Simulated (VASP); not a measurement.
```xyz
3
Lattice="0.0000 2.7444 2.7444 2.7444 0.0000 2.7444 2.7444 2.7444 0.0000" Properties=species:S:1:pos:R:3 pbc="T T T"
Cd     0.0000     0.0000     0.0000
F      1.3722     1.3722     1.3722
F      4.1166     4.1166     4.1166
```

Calculation: PBE GGA, VASP's PBE PAW potentials (set 64) (plane waves; VASP). Numerical set-up: PREC = Normal, EDIFF = 1E-5, 450 eV cut-off, 9×9×9 Γ-centred mesh, Gaussian smearing of 0.050 eV, potentials Cd F.

At this cut-off the stress carries a Pulay error, which pulls relaxed volumes low.

Problem. Estimate the energy per atom (σ→0), pressure.

Solution. 
| Item | Result |
|---|---|
| energy per atom (σ→0) | -3.639 eV/atom |
| pressure | -2.05 GPa |

The compound is CdF2 in the fluorite structure. It was relaxed first, which changed the volume by +6 %.
